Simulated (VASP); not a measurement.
**MnGe$_{2}$ (relaxed from the fluorite structure, space group Fm-3m): computed properties**

These are PBEsol GGA, VASP's PBE PAW potentials (set 64) (plane waves; VASP 6.6.1) values and carry that method's errors.

```json
{
 "space_group": "Fm-3m (225)",
 "cell": "a = b = c = 5.7527 Å, α = β = γ = 90.00°",
 "volume_per_atom": "15.86 Å³/atom",
 "band gap (over mesh and band path)": "none (metal, semimetal or under 0.01 eV)",
 "cell_moment": "2.24 μB",
 "density": "6.98 g/cm³"
}
```

```
MnGe2
1.0
    0.00000     2.87635     2.87635
    2.87635     0.00000     2.87635
    2.87635     2.87635     0.00000
Mn Ge
1 2
Direct
  0.00000   0.00000   0.00000
  0.25000   0.25000   0.25000
  0.75000   0.75000   0.75000
```
Starting moments (μB, in the order of the record's atoms Mn Ge Ge): 2.2 0.0 0.0.

The moments were started parallel, and other spin orders were not tried in this run.

The structure was generated: MnGe2 was put into the fluorite type (Fm-3m), which need not be its known phase. It was relaxed first, which changed the volume by -8 %. Symmetry was kept, so distortions that lower it aren't found.
